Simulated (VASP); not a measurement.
Given:

```
CsBH4
1.0
    0.00000     3.52534     3.52534
    3.52534     0.00000     3.52534
    3.52534     3.52534     0.00000
Cs B H
1 1 4
Direct
  0.00000   0.00000   0.00000
  0.50000   0.50000   0.50000
  0.60093   0.60093   0.60093
  0.19722   0.60093   0.60093
  0.60093   0.60093   0.19722
  0.60093   0.19722   0.60093
```

These are LDA (Ceperley-Alder, Perdew-Zunger), VASP's LDA PAW potentials (set 64) (plane waves; VASP) values and carry that method's errors. Settings: 520 eV cut-off, 5×5×5 Γ-centred mesh, Gaussian smearing of 0.050 eV, potentials Cs_sv B H.

Question: Predict the energy per atom (σ→0).

Answer: 
```json
{
 "energy per atom (σ→0)": "-397.7 kJ/mol-atom"
}
```

Only differences to runs with the same potentials and settings are physical.

The structure comes from a computed database's CsBH4 entry (F-43m); how it stands against other phases isn't given here. It was relaxed first, which changed the volume by -11 %. The start is the result of an earlier pass.
